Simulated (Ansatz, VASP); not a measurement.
# Two plane-wave programs on MnHg

Contents of INCAR:

```
PREC = Accurate
ENCUT = 520
EDIFF = 1E-8
ISMEAR = -1
SIGMA = 0.05
LREAL = False
LASPH = True
NELM = 150
ALGO = Normal
ISIF = 2
LWAVE = False
LCHARG = False
ISPIN = 2
MAGMOM = 4 0
LORBIT = 11
LMAXMIX = 4
GGA = PE
LEFG = True
NBANDS = 24
```

The input KPOINTS:

```
regular mesh
0
Gamma
  10 10 10
```

The input POSCAR:

```
MnHg
1.0
    3.2880000000      0.0000000000      0.0000000000
    0.0000000000      3.2880000000      0.0000000000
    0.0000000000      0.0000000000      3.3130000000
Mn Hg
1 1
Direct
    0.5000000000      0.5000000000      0.5000000000
    0.0000000000      0.0000000000      0.0000000000
```

Input for Ansatz:

```yaml
crystal:
  lattice:
    - [3.288, 0.0, 0.0]
    - [0.0, 3.288, 0.0]
    - [0.0, 0.0, 3.313]
  atoms:
    - { symbol: Mn, position: [0.5, 0.5, 0.5], spin: 4.0 }
    - { symbol: Hg, position: [0.0, 0.0, 0.0] }
magnetization:
  spin_polarized: true
kpoints:
  mp_grid: { grid: [10, 10, 10] }
  band_path:
    path:
      - [0.0, 0.0, 0.0]
      - [0.0, 0.5, 0.0]
      - [0.5, 0.5, 0.0]
      - [0.0, 0.0, 0.0]
      - [0.0, 0.0, 0.5]
      - [0.0, 0.5, 0.5]
      - [0.5, 0.5, 0.5]
      - [0.0, 0.0, 0.5]
      - [0.0, 0.5, 0.0]
    npoints: 8
scf:
  occupations: { method: fermi_dirac, width: 0.05 }
hamiltonian:
  xc: pbe
  pseudopotentials: { kind: paw }
output:
  forces: true
  stress: true
  eigenvalues: true
  efg: { contact_densities: true }
  populations: true
  bader: true
  dos: { projected: true, de: 0.2, e_range: [-14, 8] }
```

Alike in both runs: task electric field gradients; functional PBE; k mesh 10 × 10 × 10; occupations fermi-dirac, width 0.05 eV; collinear spin.

|  | VASP | Ansatz |
| --- | --- | --- |
| version | VASP 6.6.1 | Ansatz 0.2.0 |
| potentials or method | VASP PAW PBE potentials, release 64 (Mn_pv, Hg) | PAW with Ansatz's default frozen-core files, scalar-relativistic |
| plane-wave cutoff (eV) | 520 | 420 |
| valence electrons in the cell | 25 | 35 |

```tsv
	VASP	Ansatz	Ansatz less VASP
pressure (GPa)	2.1	1.6	-0.51
net moment per atom (μB)	1.93	1.93	-0.003
size of the moment on the site where the two differ most (μB)	3.78	3.83	+0.046
Vzz of the field gradient on the site that differs most (V/Å²)	-1.4	-1.7	-0.33
```

Site moments also hang on the region over which each program counts them. The two sets of potentials don't hold the same shells in valence. Ansatz warned: «gradients_without_spin_orbit».

Spin-orbit coupling is left out, which matters for the levels of Hg.
